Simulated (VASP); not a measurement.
MgS (rock salt) is relaxed at rising pressure, each step from the one before. Symmetry mostly holds the structure type, and other phases were not tried. The mesh follows the cell, and a change of mesh leaves a small step in the series.

Here is the system:

```yaml
crystal:
  lattice:
    - [0.00000, 2.61163, 2.61163]
    - [2.61163, 0.00000, 2.61163]
    - [2.61163, 2.61163, 0.00000]
  atoms:
    - { symbol: Mg, position: [0.00000, 0.00000, 0.00000] }
    - { symbol: S, position: [0.50000, 0.50000, 0.50000] }
```

All values below come from PBE GGA, VASP's PBE PAW potentials (set 64) (plane waves; VASP). Run with 500 eV cut-off, 9×9×9 Γ-centred mesh, Gaussian smearing of 0.050 eV, potentials Mg S.

```tsv
P (GPa)	V (Å³/atom)	H − H(0) (eV/atom)	space group	k-mesh
0	17.81	0.000	Fm-3m	9×9×9
5	…	…	Fm-3m	9×9×9
10	16.00	1.050	Fm-3m	9×9×9
20	14.83	2.010	Fm-3m	9×9×9
30	13.97	2.907	Fm-3m	9×9×9
45	…	…	Fm-3m	10×10×10
```

Task: Some entries are withheld; supply them.

Result: 
- 45, V (Å³/atom): 12.99
- 45, H − H(0) (eV/atom): 4.167
- 5, V (Å³/atom): 16.78
- 5, H − H(0) (eV/atom): 0.539

Pressures at which the relaxation failed are left out.

The compound is MgS in the rock salt structure.
